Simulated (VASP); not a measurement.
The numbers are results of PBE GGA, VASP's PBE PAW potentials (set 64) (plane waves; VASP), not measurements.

Gaps are without spin-orbit coupling.

Question: Order these relaxed crystals by band gap, smallest first: KMgF3, Pm-3m (221); MgTe, F-43m (216); AgCl, Fm-3m (225); SiC, F-43m (216).

Answer: AgCl, Fm-3m (225) (0.92 eV), SiC, F-43m (216) (1.37 eV), MgTe, F-43m (216) (2.32 eV), KMgF3, Pm-3m (221) (6.98 eV)
